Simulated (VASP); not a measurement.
VASP input:

### POSCAR
```
Ag
1
    0.0000000000     2.0859000000     2.0859000000
    2.0859000000     0.0000000000     2.0859000000
    2.0859000000     2.0859000000     0.0000000000
Ag
1
Direct
  0.0000000000   0.0000000000   0.0000000000
```

### KPOINTS
```
Automatic mesh
0
Gamma
11 11 11
0 0 0
```

**INCAR**
```
SYSTEM = Ag
PREC = Accurate
ENCUT = 400
EDIFF = 1E-6
NELM = 100
ALGO = Normal
LREAL = .FALSE.
LASPH = .TRUE.
ISMEAR = 1
SIGMA = 0.1
GGA = PE
LMAXMIX = 4
LWAVE = .FALSE.
LCHARG = .FALSE.
ISIF = 2
IBRION = 0
NSW = 3
TEBEG = 300
```

POTCAR, in this order: Ag (PBE.64 set). Program: vasp_std.

Output

File standard output:
```
 POSCAR found type information on POSCAR Ag
 POSCAR found :  1 types and       1 ions
 Reading from existing POTCAR

 -----------------------------------------------------------------------------
|                                                                             |
|     EEEEEEE  RRRRRR   RRRRRR   OOOOOOO  RRRRRR      ###     ###     ###     |
|     E        R     R  R     R  O     O  R     R     ###     ###     ###     |
|     E        R     R  R     R  O     O  R     R     ###     ###     ###     |
|     EEEEE    RRRRRR   RRRRRR   O     O  RRRRRR       #       #       #      |
|     E        R   R    R   R    O     O  R   R                               |
|     E        R    R   R    R   O     O  R    R      ###     ###     ###     |
|     EEEEEEE  R     R  R     R  OOOOOOO  R     R     ###     ###     ###     |
|                                                                             |
|     Fatal error! IBRION=0, but no entry for POTIM on file INCAR. MUST       |
|     be specified!                                                           |
|                                                                             |
|       ---->  I REFUSE TO CONTINUE WITH THIS SICK JOB ... BYE!!! <----       |
|                                                                             |
 -----------------------------------------------------------------------------
```

**Question.** Read the log: what went wrong, and how is it fixed?

**Answer.** The cause: molecular dynamics (IBRION = 0) was asked for without POTIM. VASP stops with an error: Fatal error! IBRION=0, but no entry for POTIM on file INCAR. MUST be specified! ----> I REFUSE TO CONTINUE WITH THIS SICK JOB ... BYE!!! <---- To mend it, set POTIM to the time step in fs (1 to 2 fs suits most solids). The plain static run on this cell (PBE GGA, plane waves, VASP's PBE PAW potentials (set 64)) converges, and its OSZICAR ends with
```
   1 F= -.27161120E+01 E0= -.27158716E+01  d E =-.721218E-03
```

The compound is Ag in the fcc structure. The cell was not relaxed at this level.
